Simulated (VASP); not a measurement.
OSZICAR of a VASP run on Br (relaxed from the fcc structure, space group Fm-3m):

### OSZICAR
```
       N       E                     dE             d eps       ncg     rms          rms(c)
DAV:   1     0.190023491060E+02    0.19002E+02   -0.25750E+03  1022   0.622E+02
DAV:   2    -0.825922968359E+00   -0.19828E+02   -0.19554E+02  1421   0.102E+02
DAV:   3    -0.128537030732E+01   -0.45945E+00   -0.45627E+00  1239   0.183E+01
DAV:   4    -0.128620251139E+01   -0.83220E-03   -0.83217E-03  1743   0.873E-01
DAV:   5    -0.128620268923E+01   -0.17784E-06   -0.17794E-06  1232   0.887E-03    0.505E+00
DAV:   6    -0.128519100389E+01    0.10117E-02   -0.23049E-03  1428   0.338E-01    0.310E+00
DAV:   7    -0.128524944759E+01   -0.58444E-04   -0.34060E-03  1218   0.430E-01    0.710E-02
DAV:   8    -0.128519424896E+01    0.55199E-04   -0.23619E-04  1323   0.992E-02    0.741E-03
DAV:   9    -0.128519480859E+01   -0.55963E-06   -0.18760E-06  1589   0.145E-02
   1 F= -.12851948E+01 E0= -.12847015E+01  d E =-.128519E+01
```

### Question
Which electronic solver shows in the log?

### Answer
It is blocked Davidson (ALGO = Normal, or the opening steps of other solvers). The INCAR had ALGO = Normal.

### Question
Can the final energy be trusted as converged?

### Answer
The calculation finished and met its thresholds. It stopped with EDIFF = 1E-6, NELM = 100, NSW = 60 and EDIFFG = -0.01 after 1 ionic step (PBEsol GGA, plane waves, VASP's PBE PAW potentials (set 64)).

The structure was generated: Br was put into the fcc type (Fm-3m), which need not be its known phase. It was relaxed first, which changed the volume by -10 %. The start is the result of an earlier pass.
